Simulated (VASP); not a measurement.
## CoC23 (a cell with a defect): single point with PBEsol+U

The system is CoC23 (a cell with a defect).

```
CELL_PARAMETERS angstrom
0.00000 5.35032 5.35032
3.56688 0.00000 3.56688
3.56688 3.56688 0.00000
ATOMIC_POSITIONS crystal
Co 0.00000 0.00000 0.00000
C 0.00000 0.00000 0.50000
C 0.00000 0.50000 0.00000
C 0.00000 0.50000 0.50000
C 0.33333 0.00000 0.00000
C 0.33333 0.00000 0.50000
C 0.33333 0.50000 0.00000
C 0.33333 0.50000 0.50000
C 0.66667 0.00000 0.00000
C 0.66667 0.00000 0.50000
C 0.66667 0.50000 0.00000
C 0.66667 0.50000 0.50000
C 0.08333 0.12500 0.12500
C 0.08333 0.12500 0.62500
C 0.08333 0.62500 0.12500
C 0.08333 0.62500 0.62500
C 0.41667 0.12500 0.12500
C 0.41667 0.12500 0.62500
C 0.41667 0.62500 0.12500
C 0.41667 0.62500 0.62500
C 0.75000 0.12500 0.12500
C 0.75000 0.12500 0.62500
C 0.75000 0.62500 0.12500
C 0.75000 0.62500 0.62500
```

- Program: VASP 6.6.1
- Task: single point
- Functional: PBEsol
- Potentials or basis: VASP PAW PBE potentials, release 64 (Co, C)
- Cutoff: 450 eV
- k mesh: 3 × 4 × 4
- Occupations: gaussian, width 0.03 eV
- Spin: collinear spin, ferromagnetic start
- Starting moments: [3.0, 0.0, 0.0, 0.0, 0.0, 0.0, 0.0, 0.0, 0.0, 0.0, 0.0, 0.0, 0.0, 0.0, 0.0, 0.0, 0.0, 0.0, 0.0, 0.0, 0.0, 0.0, 0.0, 0.0] μB
- Fixed moment: 3 μB
- Hubbard terms: Co d U = 4 eV

| Property | Result |
| --- | --- |
| Largest force | 11.851 eV/Å |
| Net moment | 3.00 μB per cell |
| Site moments | Co +1.63; C +0.05, +0.04, +0.03, +0.01, +0.10, +0.02, +0.12 μB |
| Valence electrons inside the program's atomic spheres | Co 10.97; C 2.55, 2.56, 2.57, 2.66, 2.68 |

Forces on the atoms (eV/Å):
```
Co   0.218 -0.207 -0.207
C    0.025  0.003 -0.490
C    0.025 -0.490  0.003
C    0.413 -0.017 -0.017
C    0.123  0.182  0.182
C   -0.261 -0.073  0.262
C   -0.261  0.262 -0.073
C    0.052 -0.049 -0.049
C   -0.081 -0.160 -0.160
C    0.300 -0.004 -0.286
C    0.300 -0.286 -0.004
C    0.009 -0.016 -0.016
C    5.910  6.718  6.718
C   -6.764 -5.987  6.856
C   -6.764  6.856 -5.987
C   -0.059  0.058  0.058
C   -0.161  0.117  0.117
C    0.068  0.012 -0.004
C    0.068 -0.004  0.012
C   -0.120  0.056  0.056
C    6.835 -6.846 -6.846
C    0.035 -0.030 -0.050
C    0.035 -0.050 -0.030
C    0.054 -0.045 -0.045
```

Eigenvalues of the final occupation matrices:
```tsv
site	spin	trace	eigenvalues
site 1 d	1	4.91	0.97 0.97 0.98 0.98 1.01
site 1 d	2	3.72	0.67 0.68 0.79 0.79 0.79
```

It took 6.8 min on 4 MPI ranks on Intel(R) Xeon(R) Platinum 8488C (Sapphire Rapids) (shared host), peak memory 0.4 GiB a rank.

Caveat: the k mesh is coarse (spacing up to 0.38 Å⁻¹), so the values aren't converged; the PAW data sets were made with another functional, which shifts forces and pressure a little; the total moment is fixed, so each spin has its own Fermi level; the U is typed as a test and isn't derived for this compound. The state reached can hang on the start; a lower one may exist.
